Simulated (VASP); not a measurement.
Given:

```
CELL_PARAMETERS angstrom
      1.22846    -2.12775     0.00000
      1.22846     2.12775     0.00000
      0.00000     0.00000     6.64849
ATOMIC_POSITIONS crystal
  C  0.00000 0.00000 0.25000
  C  0.00000 0.00000 0.75000
  C  0.33333 0.66667 0.25000
  C  0.66667 0.33333 0.75000
```

Calculation: r2SCAN+rVV10, VASP's PBE PAW potentials (set 64) (plane waves; VASP). Settings: 520 eV cut-off, 11×11×4 Γ-centred mesh, tetrahedra with Blöchl corrections, potentials C.

Problem. Give the energies of bands 3 to 10 at the high-symmetry points, in eV from the Fermi level.

Solution. 
| band | Γ | M | K | A | L | H |
|---|---|---|---|---|---|---|
| 3 | -9.08 | -14.08 | -13.46 | -8.12 | -14.05 | -13.46 |
| 4 | -6.94 | -13.99 | -13.36 | -8.12 | -14.05 | -13.46 |
| 5 | -3.19 | -6.82 | -11.12 | -3.17 | -6.79 | -11.13 |
| 6 | -3.19 | -6.75 | -11.12 | -3.17 | -6.79 | -11.13 |
| 7 | -3.17 | -2.96 | -0.69 | -3.17 | -2.51 | 0.01 |
| 8 | -3.17 | -2.21 | -0.02 | -3.17 | -2.51 | 0.01 |
| 9 | 4.44 | 1.62 | -0.02 | 7.31 | 1.77 | 0.02 |
| 10 | 8.72 | 2.38 | 0.83 | 7.31 | 1.77 | 0.02 |

It has no gap at this level: it comes out as a metal or semimetal.

The compound is C in the graphite structure. It was relaxed first.
